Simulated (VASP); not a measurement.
# InBiP2 with PBE + D3: from relaxation to properties, part 2 of 4

What structure does InBiP2 take at this level, and what are its properties? The cell is invented: it takes the structure of a Materials Project entry for InBi3 (space group 21 there), with some of its atoms replaced by other elements, volume scaled by an estimate. It may not be a known or stable phase.

VASP 6.6.1; PBE with D3; plane waves and PAW (Bi_d, In_d, P); invented cell.

Still holding for the runs below: The k-mesh is coarse for a metal.

So far. Step 2 (Rough relaxation of the start cell): It ends with a largest force of 0.034 eV/Å and a pressure of 0.02 GPa. The relaxed cell has a, b, c = 3.384, 7.354, 7.400 Å (conventional setting).

### 3. Full relaxation (PBE + D3)

Properties are meant for the cell that this level of theory prefers, so cell and atoms are relaxed first (ISIF = 3) until forces and stress are small; EDIFFG sets the threshold.

Contents of INCAR:

```
SYSTEM = InBiP2
PREC = Accurate
ENCUT = 400
EDIFF = 1E-06
NELM = 100
ISMEAR = 0
SIGMA = 0.05
LREAL = .FALSE.
ALGO = Normal
GGA = PE
IVDW = 11
NBANDS = 25
LORBIT = 11
LWAVE = .FALSE.
LCHARG = .FALSE.
KPAR = 2
IBRION = 2
NSW = 60
ISIF = 3
EDIFFG = -0.01
```

Contents of POSCAR:

```
InBiP2
1.0
    1.6917962004     -3.6772149844      0.0000000000
    1.6917962004      3.6772149844      0.0000000000
    0.0000000000      0.0000000000      7.4003722946
Bi In P
1 1 2
Direct
    0.0000000000      0.0000000000      0.5000000000
    0.5000000000      0.5000000000      0.0000000000
    0.0000000000      0.5000000000      0.7684729826
    0.5000000000      0.0000000000      0.2315270174
```

Contents of KPOINTS:

```
Automatic mesh
0
Gamma
9 9 4
0 0 0
```

PAW data sets: Bi_d, In_d and P (PBE family, release 64).

The run is started by

```bash
> mpirun -np 2 vasp_std
```

The log of the run:

```text
[... set-up lines as in an earlier step ...]
 entering main loop
       N       E                     dE             d eps       ncg     rms          rms(c)
DAV:   1     0.309034373973E+03    0.30903E+03   -0.16219E+04  3758   0.149E+03
DAV:   2     0.115488428700E+02   -0.29749E+03   -0.29218E+03  3957   0.389E+02
DAV:   3    -0.157567199532E+02   -0.27306E+02   -0.26918E+02  4822   0.133E+02
DAV:   4    -0.166848804117E+02   -0.92816E+00   -0.92636E+00  4588   0.266E+01
DAV:   5    -0.167251365767E+02   -0.40256E-01   -0.40253E-01  5789   0.506E+00    0.596E+00
DAV:   6    -0.160961983689E+02    0.62894E+00   -0.22078E+00  5021   0.107E+01    0.316E+00
DAV:   7    -0.161043615990E+02   -0.81632E-02   -0.32181E-01  4939   0.279E+00    0.171E+00
DAV:   8    -0.161006010337E+02    0.37606E-02   -0.22888E-02  5114   0.120E+00    0.328E-01
DAV:   9    -0.161003166144E+02    0.28442E-03   -0.36112E-03  4972   0.384E-01    0.138E-01
DAV:  10    -0.161003854666E+02   -0.68852E-04   -0.47477E-04  5089   0.140E-01    0.717E-02
DAV:  11    -0.161004046536E+02   -0.19187E-04   -0.83662E-05  4980   0.651E-02    0.138E-02
DAV:  12    -0.161004037084E+02    0.94519E-06   -0.89460E-06  4122   0.193E-02
   1 F= -.17090436E+02 E0= -.17089416E+02  d E =-.170904E+02
 curvature:   0.00 expect dE= 0.000E+00 dE for cont linesearch  0.000E+00
 trial: gam= 0.00000 g(F)=  0.142E-03 g(S)=  0.723E-03 ort = 0.000E+00 (trialstep = 0.100E+01)
 search vector abs. value=  0.865E-03
 bond charge predicted
       N       E                     dE             d eps       ncg     rms          rms(c)
DAV:   1    -0.161118851766E+02   -0.11481E-01   -0.21849E-01  4811   0.675E+00    0.490E-01
DAV:   2    -0.161058572533E+02    0.60279E-02   -0.14267E-02  4717   0.190E+00    0.203E-01
DAV:   3    -0.161045948590E+02    0.12624E-02   -0.46826E-03  4907   0.100E+00    0.570E-02
DAV:   4    -0.161045917194E+02    0.31397E-05   -0.23712E-04  4553   0.133E-01    0.450E-02
DAV:   5    -0.161045767223E+02    0.14997E-04   -0.21115E-05  5395   0.503E-02    0.953E-03
DAV:   6    -0.161045733691E+02    0.33531E-05   -0.53037E-06  4596   0.178E-02    0.604E-03
DAV:   7    -0.161045735382E+02   -0.16907E-06   -0.42839E-07  2112   0.690E-03
   2 F= -.17090778E+02 E0= -.17089729E+02  d E =-.341978E-03
[...]
3 F= -.17090791E+02 E0= -.17089747E+02  d E =-.355116E-03
[...]
4 F= -.17090881E+02 E0= -.17089837E+02  d E =-.903509E-04
 trial-energy change:   -0.000090  1 .order   -0.000092   -0.000124   -0.000059
 step:   1.8464(harm=  1.8464)  dis= 0.00293  next Energy=   -17.090909 (dE=-0.118E-03)
 bond charge predicted
       N       E                     dE             d eps       ncg     rms          rms(c)
DAV:   1    -0.161038754581E+02    0.71368E-04   -0.58873E-03  4402   0.670E-01    0.647E-02
DAV:   2    -0.161038200288E+02    0.55429E-04   -0.33020E-04  4683   0.212E-01    0.316E-02
DAV:   3    -0.161037940506E+02    0.25978E-04   -0.55761E-05  5089   0.103E-01    0.123E-02
DAV:   4    -0.161037933755E+02    0.67518E-06   -0.10160E-05  5195   0.269E-02    0.491E-03
DAV:   5    -0.161037936431E+02   -0.26767E-06   -0.55821E-07  2096   0.957E-03
   5 F= -.17090903E+02 E0= -.17089857E+02  d E =-.111710E-03
 curvature:  -1.09 expect dE=-0.107E-04 dE for cont linesearch -0.176E-06
 trial: gam= 0.07421 g(F)=  0.139E-05 g(S)=  0.844E-05 ort =-0.494E-05 (trialstep = 0.115E+01)
 search vector abs. value=  0.993E-05
 reached required accuracy - stopping structural energy minimisation
```

The job ended after 3.1 min (2 MPI ranks of AMD EPYC 7R43, shared host; peak memory 0.52 GiB).

OUTCAR, selected parts (step 3):

```text
  LATTYP: Found a base centered orthorhombic cell.
 ALAT       =     3.3835924008
 B/A-ratio  =     2.1735567106
 C/A-ratio  =     2.1871346835

The static configuration has the point symmetry D_2 .

 Found     75 irreducible k-points:

   k-points           NKPTS =     75   k-points in BZ     NKDIM =     75   number of bands    NBANDS=     25

   dimension x,y,z NGX =    28 NGY =   28 NGZ =   48
   dimension x,y,z NGXF=    56 NGYF=   56 NGZF=   96

   ENCUT  =  400.0 eV  29.40 Ry    5.42 a.u.   6.60  6.60 12.07*2*pi/ulx,y,z

   NELECT =      38.0000    total number of electrons

 Edisp (eV)   -0.98693

 E-fermi :   7.2969

 k-point     1 :       0.0000    0.0000    0.0000
  band No.  band energies     occupation
    ...
     13      -2.7925      2.00000
     14       3.5953      2.00000
     15       4.8361      2.00000
     16       4.9581      2.00000
     17       6.5976      2.00000
     18       7.6035      0.00000
     19       8.9005      0.00000
     20       8.9492      0.00000
     21       9.6587      0.00000
     22       9.6751      0.00000
    ...

 k-point     2 :       0.1111    0.0000    0.0000
  band No.  band energies     occupation
    ...
     14       3.3394      2.00000
     15       4.9119      2.00000
     16       5.2683      2.00000
     17       6.1228      2.00000
     18       6.9072      2.00000
     19       8.1750      0.00000
     20       8.8652      0.00000
     21       9.4251      0.00000
     22      10.1065      0.00000
     23      10.6585      0.00000
    ...

 Edisp (eV)   -0.98711

  Total      -0.00061    -0.02162     0.01522     0.00000     0.00000     0.00000
  in kB      -0.01065    -0.37496     0.26399     0.00000     0.00000     0.00000
  external pressure =       -0.04 kB  Pullay stress =        0.00 kB

  energy-cutoff  :      400.00
  volume of cell :       92.38
      direct lattice vectors                 reciprocal lattice vectors
     1.693605867 -3.687204748  0.000000000     0.295228075 -0.135604078  0.000000000
     1.693605867  3.687204748  0.000000000     0.295228075  0.135604078  0.000000000
     0.000000000  0.000000000  7.396572332     0.000000000  0.000000000  0.135197759

 POSITION                                       TOTAL-FORCE (eV/Angst)
 -----------------------------------------------------------------------------------
      0.00000      0.00000      3.69829         0.000000      0.000000      0.000000
      1.69361      0.00000      0.00000         0.000000      0.000000      0.000000
      0.84680      1.84360      5.68858         0.000000      0.000000      0.003792
      0.84680     -1.84360      1.70799        -0.000000     -0.000000     -0.003792
 -----------------------------------------------------------------------------------
    total drift:                                0.000000      0.000000      0.000000

  FREE ENERGIE OF THE ION-ELECTRON SYSTEM (eV)
  ---------------------------------------------------
  free  energy   TOTEN  =       -17.0909026466 eV

  energy  without entropy=      -17.0888115568  energy(sigma->0) =      -17.08985710

 total charge
# of ion       s       p       d       tot
------------------------------------------
    1        1.573   1.191   9.952  12.716
    2        0.866   0.628   9.891  11.386
    3        1.097   1.334   0.000   2.431
    4        1.097   1.334   0.000   2.431
--------------------------------------------------
tot          4.634   4.487  19.843  28.964

[... 2 parts as in an earlier step ...]

[... 7 further parts left out ...]
```

Relaxation path:

| step | energy less that of the first step (eV) | largest force (eV/Å) | pressure (GPa) | volume (Å³) |
| --- | --- | --- | --- | --- |
| 1 | 0.0000 | 0.0384 | 0.22 | 92.08 |
| 2 | -0.0003 | 0.0239 | -0.08 | 92.51 |
| 3 | -0.0004 | 0.0260 | -0.06 | 92.45 |
| 4 | -0.0004 | 0.0144 | -0.03 | 92.41 |
| 5 | -0.0005 | 0.0038 | 0.00 | 92.38 |

| conventional cell, symmetrised | before | after | change |
| --- | --- | --- | --- |
| a (Å) | 3.384 | 3.387 | +0.1 % |
| b (Å) | 7.354 | 7.374 | +0.3 % |
| c (Å) | 7.400 | 7.397 | -0.1 % |
| volume (Å³/atom) | 23.02 | 23.09 | +0.3 % |

The relaxed structure:

```xyz
4
Lattice="1.6936 -3.6872 0.0000 1.6936 3.6872 0.0000 0.0000 0.0000 7.3966" Properties=species:S:1:pos:R:3 pbc="T T T"
Bi    0.0000    0.0000    3.6983
In    1.6936    0.0000    0.0000
P     0.8468    1.8436    5.6886
P     0.8468   -1.8436    1.7080
```

This step gave:

```yaml
irreducible_k_points: 75
free_energy_toten: -17.09 eV
energy_at_zero_smearing: -17.09 eV
fermi_energy: 7.297 eV
pressure: -0.004054 GPa
scf_cycles_over_all_ionic_steps: 35
```

It ends with a largest force of 0.004 eV/Å and a pressure of 0.00 GPa.

### 4. Single point with fields (PBE + D3)

A single point on the relaxed cell gives a clean self-consistent state, with density, ELF and potential written out.

INCAR, as its differences from that of step 3:

```diff
@@ -14,7 +14,5 @@
 LWAVE = .FALSE.
-LCHARG = .FALSE.
-KPAR = 2
-IBRION = 2
-NSW = 60
-ISIF = 3
-EDIFFG = -0.01
+LCHARG = .TRUE.
+ISIF = 2
+LELF = .TRUE.
+LVHAR = .TRUE.
```

Contents of POSCAR:

```
InBiP2
1.0
    1.6936058669     -3.6872047485      0.0000000000
    1.6936058669      3.6872047485      0.0000000000
    0.0000000000      0.0000000000      7.3965723322
Bi In P
1 1 2
Direct
    0.0000000000      0.0000000000      0.5000000000
    0.5000000000      0.5000000000      0.0000000000
    0.0000000000      0.5000000000      0.7690835392
    0.5000000000      0.0000000000      0.2309164608
```

KPOINTS is that of step 3.

The run is started by

```bash
> mpirun -np 2 vasp_std
```

The log of the run:

```text
[banner, memory and clock lines left out]
running    2 mpi-ranks, on    1 nodes
 distrk:  each k-point on    2 cores,    1 groups
 distr:  one band on    1 cores,    2 groups

 POSCAR found type information on POSCAR BiInP
 POSCAR found :  3 types and       4 ions
 LDA part: xc-table for (Slater+PW92), standard interpolation
|                                                                             |
|           W    W    AA    RRRRR   N    N  II  N    N   GGGG   !!!           |
|           W    W   A  A   R    R  NN   N  II  NN   N  G    G  !!!           |
|           W    W  A    A  R    R  N N  N  II  N N  N  G       !!!           |
|           W WW W  AAAAAA  RRRRR   N  N N  II  N  N N  G  GGG   !            |
|           WW  WW  A    A  R   R   N   NN  II  N   NN  G    G                |
|           W    W  A    A  R    R  N    N  II  N    N   GGGG   !!!           |
|                                                                             |
|     The number of bands has been changed from the values supplied in        |
|     The orbitals not found in the WAVECAR file will be initialized with     |
|     random numbers, which is usually adequate. For correlated               |
|     calculations, however, you should redo the groundstate calculation.     |
|     I found NBANDS = 25. Now, NBANDS = 26.                                  |
|                                                                             |

 POSCAR, INCAR and KPOINTS ok, starting setup
 FFT: planning ... GRIDC
 FFT: planning ... GRID_SOFT
 FFT: planning ... GRID
 WAVECAR not read
 entering main loop
       N       E                     dE             d eps       ncg     rms          rms(c)
DAV:   1     0.314911520673E+03    0.31491E+03   -0.16172E+04  3900   0.143E+03
DAV:   2     0.141408314818E+02   -0.30077E+03   -0.29397E+03  4006   0.378E+02
DAV:   3    -0.155967046660E+02   -0.29738E+02   -0.29267E+02  5062   0.135E+02
DAV:   4    -0.166821174344E+02   -0.10854E+01   -0.10824E+01  4690   0.268E+01
DAV:   5    -0.167308124108E+02   -0.48695E-01   -0.48685E-01  5922   0.542E+00    0.593E+00
DAV:   6    -0.160999224646E+02    0.63089E+00   -0.21251E+00  5160   0.103E+01    0.316E+00
DAV:   7    -0.161077964778E+02   -0.78740E-02   -0.30722E-01  4948   0.266E+00    0.172E+00
DAV:   8    -0.161041118888E+02    0.36846E-02   -0.21380E-02  5140   0.113E+00    0.317E-01
DAV:   9    -0.161038429097E+02    0.26898E-03   -0.33690E-03  5020   0.363E-01    0.135E-01
DAV:  10    -0.161039096955E+02   -0.66786E-04   -0.44085E-04  4946   0.131E-01    0.674E-02
DAV:  11    -0.161039294384E+02   -0.19743E-04   -0.76080E-05  4870   0.612E-02    0.144E-02
DAV:  12    -0.161039287174E+02    0.72103E-06   -0.71646E-06  3984   0.171E-02
   1 F= -.17091038E+02 E0= -.17089992E+02  d E =-.209117E-02
```

It took 70 s on 2 MPI ranks; peak memory 0.38 GiB; 2.3 min of CPU time.

From OUTCAR (step 4):

```text
  LATTYP: Found a base centered orthorhombic cell.
 ALAT       =     3.3872117338
 B/A-ratio  =     2.1771327205
 C/A-ratio  =     2.1836758117

The static configuration has the point symmetry D_2 .

 Found     75 irreducible k-points:

   k-points           NKPTS =     75   k-points in BZ     NKDIM =     75   number of bands    NBANDS=     26

   ENCUT  =  400.0 eV  29.40 Ry    5.42 a.u.   6.62  6.62 12.06*2*pi/ulx,y,z

   NELECT =      38.0000    total number of electrons

 E-fermi :   7.2968

 k-point     1 :       0.0000    0.0000    0.0000
  band No.  band energies     occupation
    ...
     13      -2.7926      2.00000
     14       3.5952      2.00000
     15       4.8359      2.00000
     16       4.9579      2.00000
     17       6.5974      2.00000
     18       7.6034      0.00000
     19       8.9003      0.00000
     20       8.9490      0.00000
     21       9.6587      0.00000
     22       9.6749      0.00000
    ...

 k-point     2 :       0.1111   -0.0000    0.0000
  band No.  band energies     occupation
    ...
     14       3.3393      2.00000
     15       4.9117      2.00000
     16       5.2682      2.00000
     17       6.1226      2.00000
     18       6.9071      2.00000
     19       8.1749      0.00000
     20       8.8652      0.00000
     21       9.4250      0.00000
     22      10.1064      0.00000
     23      10.6584      0.00000
    ...

 Edisp (eV)   -0.98711

  Total       0.00434    -0.02088     0.01893     0.00000     0.00000     0.00000
  in kB       0.07535    -0.36211     0.32840     0.00000     0.00000     0.00000
  external pressure =        0.01 kB  Pullay stress =        0.00 kB

  energy-cutoff  :      400.00
  volume of cell :       92.38
      direct lattice vectors                 reciprocal lattice vectors
     1.693605867 -3.687204749  0.000000000     0.295228075 -0.135604078  0.000000000
     1.693605867  3.687204749  0.000000000     0.295228075  0.135604078  0.000000000
     0.000000000  0.000000000  7.396572332     0.000000000  0.000000000  0.135197759

 POSITION                                       TOTAL-FORCE (eV/Angst)
 -----------------------------------------------------------------------------------
      0.00000      0.00000      3.69829         0.000000      0.000000      0.000000
      1.69361      0.00000      0.00000         0.000000      0.000000      0.000000
      0.84680      1.84360      5.68858         0.000000      0.000000      0.003900
      0.84680     -1.84360      1.70799        -0.000000     -0.000000     -0.003900
 -----------------------------------------------------------------------------------
    total drift:                                0.000000      0.000000      0.000000

  FREE ENERGIE OF THE ION-ELECTRON SYSTEM (eV)
  ---------------------------------------------------
  free  energy   TOTEN  =       -17.0910377209 eV

  energy  without entropy=      -17.0889465510  energy(sigma->0) =      -17.08999214

 total charge
# of ion       s       p       d       tot
------------------------------------------
    1        1.573   1.191   9.952  12.716
    2        0.866   0.628   9.892  11.386
    3        1.097   1.334   0.000   2.431
    4        1.097   1.334   0.000   2.431
--------------------------------------------------
tot          4.634   4.487  19.843  28.964

[... 2 parts as in an earlier step ...]

[... 7 further parts left out ...]
```

This step gave:

| Item | Value |
| --- | --- |
| SCF cycles | 12 |
| bands | 26 |
| pressure | 0.001388 GPa |

Valence electrons inside each PAW sphere by angular momentum. Sphere charges, by row:

| atom | s (e) | p (e) | d (e) | tot (e) |
| --- | --- | --- | --- | --- |
| Bi1 | 1.573 | 1.191 | 9.952 | 12.72 |
| In2 | 0.866 | 0.628 | 9.892 | 11.39 |
| P3 | 1.097 | 1.334 | 0 | 2.431 |
| P4 | 1.097 | 1.334 | 0 | 2.431 |

Valence density in the ac plane of the cell as run, not the conventional one, at fractional y = 0.000, with atoms of Bi and P within 0.2 Å of it. It is the smooth field of the valence electrons, not physical close to the nuclei.

Ten steps, logarithmic in the rise over the least value, from '_' (-0.13 × 1e0 e/Å³) to '@' (9.86 × 1e0 e/Å³), each cell a mean:
```
::::::::::::::::::::::::::::
::::::::::::::::::::::::::::
::::::::::::::::::::::::::::
::::::::::::::::::::::::::::
::::::::::::::::::::::::::::
::::::::::::::::::::::::::::
::::::::::::::::::::::::::::
------::::::::::::::::::----
====----::::::::::::::--====
##**++==--::::::::::--==**##
@@%%**++--::::::::::--++##%%
@@@@##++--::::::::::==**%%@@
@@@@##++--::::::::--==++%%@@
%%##++==--------------==**##
++++==----------------====++
----------==========--------
::::----==============----::
::::----====--..======--::::
::::::--====::__--====--::::
::::::--==============--::::
::::::----==========----::::
::::::::--------------::::::
::::::::::::------::::::::::
::::::::::::::::::::::::::::
```
Columns run along a (4.1 Å), rows up along c (7.4 Å). Atoms in or near the plane, at fractional coordinates: Bi at (0.00, 0.50), P at (0.50, 0.23).

Electrostatic potential energy in the ac plane of the cell as run, not the conventional one, at fractional y = 0.000, with atoms of Bi and P within 0.2 Å of it. With pseudopotentials it is smooth inside the atoms' cores, unlike the true potential.

Ten even steps from '_' (-89 eV) to '@' (3 eV), each cell a mean:
```
@@@@@@@@@@@@@@@@@@@@@@@@@@@@
@@@@@@@@@@@@@@@@@@@@@@@@@@@@
@@@@@@@@@@@@@@@@@@@@@@@@@@@@
@@@@@@@@@@@@@@@@@@@@@@@@@@@@
@@@@@@@@@@@@@@@@@@@@@@@@@@@@
@@@@@@@@@@@@@@@@@@@@@@@@@@@@
@@@@@@@@@@@@@@@@@@@@@@@@@@@@
@@@@@@@@@@@@@@@@@@@@@@@@@@@@
####%%@@@@@@@@@@@@@@@@@@%%##
::--**%%@@@@@@@@@@@@@@%%++--
____--##@@@@@@@@@@@@%%**::__
____::**@@@@@@@@@@@@%%++____
____::**@@@@@@@@@@@@%%++..__
..::++%%@@@@@@@@@@@@@@##==..
++**%%@@@@@@@@@@@@@@@@%%##++
%%@@@@@@@@%%####%%%%@@@@@@@@
@@@@@@@@%%**--::==##@@@@@@@@
@@@@@@@@##--____..==%%@@@@@@
@@@@@@@@##--______==%%@@@@@@
@@@@@@@@%%++::..--**@@@@@@@@
@@@@@@@@@@%%****##%%@@@@@@@@
@@@@@@@@@@@@@@@@@@@@@@@@@@@@
@@@@@@@@@@@@@@@@@@@@@@@@@@@@
@@@@@@@@@@@@@@@@@@@@@@@@@@@@
```
Columns run along a (4.1 Å; values clipped at the 3rd and 97th percentile), rows up along c (7.4 Å). Atoms in or near the plane, at fractional coordinates: Bi at (0.00, 0.50), P at (0.50, 0.23).

ELF in the ac plane of the cell as run, not the conventional one, at fractional y = 0.000, with atoms of Bi and P within 0.2 Å of it. It is the smooth field of the valence electrons, not physical close to the nuclei.

Ten even steps from '0' (0.06) to '9' (0.84), each cell a mean:
```
11110000000111
11000000000011
00000000000000
00011111111100
00112211222100
00122221222210
11122211222211
32222111122223
55432100012345
45642100013565
22553100024642
62463200024533
32453211124532
34643344433554
55445788764455
33358999997433
12479988999632
01489853699731
01589842689730
01479976899730
01368999998521
11246888876421
11223444443211
11111111111111
```
Columns run along a (4.1 Å), rows up along c (7.4 Å). Atoms in or near the plane, at fractional coordinates: Bi at (0.00, 0.50), P at (0.50, 0.23).

In this run the pressure is 0.00 GPa, small enough to go on.

(Part 2 of 4 ends here.)

[Lines on the potential files, build, host, timing and source positions are cut from VASP's logs without a mark.]

[Logs are printed without paths, hosts, clocks, repeated set-up lines and the standing remarks that a program may print on its own settings, such as how far it seeks lower states.]

[Hosts, paths, dates, database ids (printed as entryN), source tags and the programs' standing remarks are cut or masked in the printed files.]

[A measured line is paired with the nearest computed mode of its activity, which favours agreement.]
